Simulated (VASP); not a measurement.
Computed with PBE GGA, VASP's PBE PAW potentials (set 64) (plane waves; VASP).

The input files of a VASP run:

File KPOINTS:
```
Automatic mesh
0
Gamma
10 10 5
0 0 0
```

**INCAR**
```
SYSTEM=TcO2
PREC=Accurate; ENCUT=400; LREAL=F
LASPH=T
EDIFF=1E-6; NELM=100; ALGO=Normal
LMAXMIX=4
ISMEAR=0; SIGMA=0.1
GGA=PE
ISIF=2
LWAVE=F; LCHARG=F
```

### POSCAR
```
TcO2
1
    2.5469790000     0.0000000000     0.0000000000
   -1.2734890000     2.2057490000     0.0000000000
    0.0000000000     0.0000000000     4.1088060000
Tc O
1 2
Direct
  0.0000000000   0.0000000000   0.0000000000
  0.3333330000   0.6666670000   0.2520000000
  0.6666670000   0.3333330000   0.7480000000
```

POTCAR, in this order: Tc_pv O (PBE.64 set). Program: vasp_std.

Output of the run:

OSZICAR:
```
       N       E                     dE             d eps       ncg     rms          rms(c)
DAV:   1     0.209270183913E+03    0.20927E+03   -0.13836E+04  1936   0.130E+03
DAV:   2    -0.188060794222E+02   -0.22808E+03   -0.22641E+03  2376   0.401E+02
DAV:   3    -0.239031322255E+02   -0.50971E+01   -0.50785E+01  1904   0.712E+01
DAV:   4    -0.239302663180E+02   -0.27134E-01   -0.27132E-01  2440   0.553E+00
DAV:   5    -0.239304147440E+02   -0.14843E-03   -0.14842E-03  1904   0.355E-01    0.579E+01
DAV:   6    -0.195277461486E+02    0.44027E+01   -0.29304E+01  1856   0.605E+01    0.182E+01
DAV:   7    -0.192830306768E+02    0.24472E+00   -0.47217E+00  1864   0.246E+01    0.186E+01
DAV:   8    -0.191593100192E+02    0.12372E+00   -0.41265E-01  1864   0.774E+00    0.215E+00
DAV:   9    -0.191584035022E+02    0.90652E-03   -0.11762E-02  2072   0.110E+00    0.377E-01
DAV:  10    -0.191584478157E+02   -0.44313E-04   -0.57620E-04  2312   0.216E-01    0.115E-01
DAV:  11    -0.191584259896E+02    0.21826E-04   -0.49202E-05  2312   0.606E-02    0.220E-02
DAV:  12    -0.191584263939E+02   -0.40433E-06   -0.95651E-06  1872   0.278E-02
   1 F= -.19158426E+02 E0= -.19156050E+02  d E =-.475287E-02
```

File OUTCAR:
```
------------------------ aborting loop because EDIFF is reached ----------------------------------------
  FORCE on cell =-STRESS in cart. coord.  units (eV):
  Direction    XX          YY          ZZ          XY          YZ          ZX
  --------------------------------------------------------------------------------------
  Total       28.5458836     28.5458961     24.8889147      0.0000065      0.0000000      0.0000000
  in kB     1981.3307555   1981.3316234   1727.5055449      0.0004491      0.0000000      0.0000000
  external PRESSURE =    1896.7226413 kB  Pullay stress =       0.0000000 kB
  volume of cell :       23.08
      direct lattice vectors                 reciprocal lattice vectors
     2.546979000  0.000000000  0.000000000     0.392622004  0.226680281  0.000000000
    -1.273489000  2.205749000  0.000000000     0.000000000  0.453360741  0.000000000
     0.000000000  0.000000000  4.108806000     0.000000000  0.000000000  0.243379707
 POSITION                                       TOTAL-FORCE (eV/Angst)
 -----------------------------------------------------------------------------------
      0.00000      0.00000      0.00000         0.000000      0.000000      0.000000
     -0.00000      1.47050      1.03542        -0.000000     -0.000000     10.572383
      1.27349      0.73525      3.07339        -0.000000      0.000000    -10.572383
 -----------------------------------------------------------------------------------
    total drift:                               -0.000000     -0.000000      0.000000
  FREE ENERGIE OF THE ION-ELECTRON SYSTEM (eV)
  ---------------------------------------------------
  free  energy   TOTEN  =       -19.1584263939 eV

  energy  without entropy=      -19.1536735245  energy(sigma->0) =      -19.15604996
```
(Selected blocks of OUTCAR.)

At this cut-off the stress carries a Pulay error, which pulls relaxed volumes low.

The structure was generated: TcO2 was put into an ordered model structure, which need not be its known phase. The cell was not relaxed at this level, and its volume differs by -5.9 % from the start's. The k-mesh is coarse (spacing up to 0.31 per Å, 2π included), so the numbers may not be converged in it. The electron count is odd and the run is not spin-polarised, which forces a metal.
